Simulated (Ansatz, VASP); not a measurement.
**One calculation of BaMg2H3, two programs**

```
CELL_PARAMETERS angstrom
3.64892 0.00000 0.00000
-1.82446 3.16006 0.00000
0.00000 0.00000 8.23051
ATOMIC_POSITIONS crystal
Ba 0.00000 0.00000 0.00000
Mg 0.33333 0.66667 0.35717
Mg 0.66667 0.33333 0.64283
H 0.33333 0.66667 0.77205
H 0.66667 0.33333 0.22795
H 0.00000 0.00000 0.50000
```

Alike in both runs: functional PBE; k mesh 6 × 6 × 2; occupations gaussian, width 0.1 eV; no spin polarisation.

Ansatz relaxed the structure, and its values are those at the end. VASP's run is a single point on that final structure, the one shown.

|  | VASP | Ansatz |
| --- | --- | --- |
| version | VASP 6.6.1 | Ansatz 0.2.0 |
| potentials or method | VASP PAW PBE potentials, release 64 (Ba_sv, Mg, H) | scalar-relativistic, plane waves, PAW |
| plane-wave cutoff (eV) | 520 | 420 |
| valence electrons in the cell | 17 | 33 |

Ansatz gave:

| Quantity | Value |
| --- | --- |
| gap on the k mesh at the Fermi level (eV) | none |
| pressure (GPa) | 0.1 |
| rms of the force components (eV/Å) | 0.003 |

Task: Estimate VASP's values.

Result: gap on the k mesh at the Fermi level (eV): none; pressure (GPa): 0.3; rms of the force components (eV/Å): 0.012.

A gap of «none» marks a metal or a gap that the smearing closes. The two sets of potentials don't hold the same shells in valence.

Caveats: the k mesh is coarse (spacing up to 0.38 Å⁻¹), so the values aren't converged. Spin-orbit coupling is left out, which matters for the levels of Ba.
